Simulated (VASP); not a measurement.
Output of a VASP run:

### OSZICAR
```
       N       E                     dE             d eps       ncg     rms          rms(c)
DAV:   1     0.504154370927E+02    0.50415E+02   -0.76415E+03   576   0.119E+03
DAV:   2    -0.320655211217E+02   -0.82481E+02   -0.78686E+02   888   0.228E+02
DAV:   3    -0.357305638420E+02   -0.36650E+01   -0.36533E+01   752   0.507E+01
DAV:   4    -0.357590115698E+02   -0.28448E-01   -0.28444E-01   636   0.532E+00
DAV:   5    -0.357594205299E+02   -0.40896E-03   -0.40895E-03   740   0.648E-01    0.117E+01
DAV:   6    -0.313759917588E+02    0.43834E+01   -0.15415E+01   692   0.298E+01    0.427E+00
DAV:   7    -0.313475022410E+02    0.28490E-01   -0.55638E-01   624   0.595E+00    0.284E+00
DAV:   8    -0.313159778260E+02    0.31524E-01   -0.74142E-02   644   0.283E+00    0.441E-01
DAV:   9    -0.313118664825E+02    0.41113E-02   -0.16251E-02   732   0.950E-01    0.236E-01
DAV:  10    -0.313121551435E+02   -0.28866E-03   -0.11378E-03   664   0.265E-01    0.139E-01
DAV:  11    -0.313121004469E+02    0.54697E-04   -0.13547E-04   680   0.942E-02    0.290E-02
DAV:  12    -0.313121000251E+02    0.42179E-06   -0.25849E-06   620   0.175E-02
   1 F= -.31312100E+02 E0= -.31312100E+02  d E =-.313121E+02
```

**OUTCAR**
```
------------------------ aborting loop because EDIFF is reached ----------------------------------------
  FORCE on cell =-STRESS in cart. coord.  units (eV):
  Direction    XX          YY          ZZ          XY          YZ          ZX
  --------------------------------------------------------------------------------------
  Total        0.0016330      0.0016330     -0.0133170      0.0000000      0.0000000      0.0000000
  in kB        0.0625418      0.0625418     -0.5100222      0.0000000      0.0000000      0.0000000
  external PRESSURE =      -0.1283129 kB  Pullay stress =       0.0000000 kB
  volume of cell :       41.83
      direct lattice vectors                 reciprocal lattice vectors
     1.556649798 -2.696196534  0.000000000     0.321202624 -0.185446422  0.000000000
     1.556649798  2.696196534  0.000000000     0.321202624  0.185446422  0.000000000
     0.000000000  0.000000000  4.983726743     0.000000000  0.000000000  0.200653056
  FREE ENERGIE OF THE ION-ELECTRON SYSTEM (eV)
  ---------------------------------------------------
  free  energy   TOTEN  =       -31.3121000251 eV

  energy  without entropy=      -31.3121000251  energy(sigma->0) =      -31.31210003

 reached required accuracy - stopping structural energy minimisation
```
(Selected blocks of OUTCAR.)

File POSCAR:
```
AlN
1
    1.5566497979    -2.6961965337    -0.0000000000
    1.5566497979     2.6961965337     0.0000000000
    0.0000000000     0.0000000000     4.9837267432
Al N
2 2
Direct
  0.6666670000   0.3333330000   0.5000242274
  0.3333330000   0.6666670000   0.0000242274
  0.6666670000   0.3333330000   0.8819757726
  0.3333330000   0.6666670000   0.3819757726
```

Problem. Write an INCAR and KPOINTS that could have produced this output.

Solution. This is not unique; one that fits is the input of the run itself, PBEsol GGA, plane waves, VASP's PBE PAW potentials (set 64).

### INCAR
```
ISIF=3   # ions, shape and volume
ENCUT=520   # plane-wave cut-off (eV)
EDIFF=1E-6   # SCF stop (eV)
LWAVE=.False.
EDIFFG=-0.02   # ionic stop
NSW=60
LREAL=.False.
ALGO=Normal
SIGMA=0.05
SYSTEM=AlN
ISMEAR=0   # Gaussian
PREC=Accurate
LCHARG=.False.
GGA=PS   # PBEsol
IBRION=2   # conjugate gradients
NELM=100
LASPH=.True.   # aspherical one-centre terms
```

**KPOINTS**
```
Automatic mesh
0
gamma
7 7 4
0 0 0
```

POTCAR, in this order: Al N (PBE.64 set). Program: vasp_std.

The compound is AlN in the wurtzite structure. It was relaxed first. The start is the result of an earlier pass.
